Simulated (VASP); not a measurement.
An input for Quantum ESPRESSO's pw.x (written as the equivalent of a VASP run, and not itself run):

```
&CONTROL
  calculation = 'scf'
  pseudo_dir = './pseudo'
  outdir = './out'
  tprnfor = .true.
  tstress = .true.
/
&SYSTEM
  ibrav = 0
  nat = 8
  ntyp = 3
  ecutwfc = 88
  occupations = 'smearing'
  smearing = 'fermi-dirac'
  degauss = 0.00735
  input_dft = 'pz'
/
&ELECTRONS
  conv_thr = 7.3e-08
  electron_maxstep = 100
/
ATOMIC_SPECIES
  Ti 47.867 Ti.upf
  In 114.818 In.upf
  Rh 102.906 Rh.upf
CELL_PARAMETERS angstrom
     7.2814800    0.0000000    0.0000000
    -3.6407400    6.3059470    0.0000000
     0.0000000    0.0000000    3.0741700
ATOMIC_POSITIONS crystal
  Ti   0.4189350  0.0000000  0.5000000
  Ti   0.5810650  0.5810650  0.5000000
  Ti   0.0000000  0.4189350  0.5000000
  In   0.7632750  0.0000000  0.0000000
  In   0.2367250  0.2367250  0.0000000
  In   0.0000000  0.7632750  0.0000000
  Rh   0.3333330  0.6666670  0.0000000
  Rh   0.6666670  0.3333330  0.0000000
K_POINTS automatic
  3 3 6 0 0 0
```

Q: Write the VASP files for the same calculation (LDA).

A: This is not unique; one that fits is 
INCAR:
```
! general
SYSTEM  = Ti3In3Rh2
PREC    = Accurate
ENCUT   = 300
LREAL   = .False.
LASPH   = .True.

! electronic loop
EDIFF   = 1E-6
NELM    = 100
ALGO    = Normal
LMAXMIX = 4

! smearing
ISMEAR  = -1
SIGMA   = 0.1

! ions
ISIF    = 2

! output
LWAVE   = .False.
LCHARG  = .False.
```

File POSCAR:
```
Ti3In3Rh2
1
    7.2814800000     0.0000000000     0.0000000000
   -3.6407400000     6.3059470000     0.0000000000
    0.0000000000     0.0000000000     3.0741700000
Ti In Rh
3 3 2
Direct
  0.4189350000   0.0000000000   0.5000000000
  0.5810650000   0.5810650000   0.5000000000
  0.0000000000   0.4189350000   0.5000000000
  0.7632750000   0.0000000000   0.0000000000
  0.2367250000   0.2367250000   0.0000000000
  0.0000000000   0.7632750000   0.0000000000
  0.3333330000   0.6666670000   0.0000000000
  0.6666670000   0.3333330000   0.0000000000
```

### KPOINTS
```
K-points
0
gamma
3 3 6
0 0 0
```

POTCAR, in this order: Ti_sv In_d Rh_pv (LDA.64 set). Program: vasp_std.

Limits of the translation: the potentials are each code's own (VASP's PAW set, PseudoDojo norm-conserving files in pw.x), so ENCUT and ecutwfc are chosen apart and not converted; conv_thr bounds pw.x's estimated SCF error, while EDIFF bounds the energy change between steps.

The structure comes from a computed database's Ti3In3Rh2 entry; how it stands against other phases isn't given here. The cell was not relaxed at this level. The k-mesh is coarse (spacing up to 0.34 per Å, 2π included), so the numbers may not be converged in it. The run is one of a series of settings (GGA removed, POTCAR Ti_sv In_d Rh_pv (LDA.64 set) against the base run), some of them coarse on purpose.
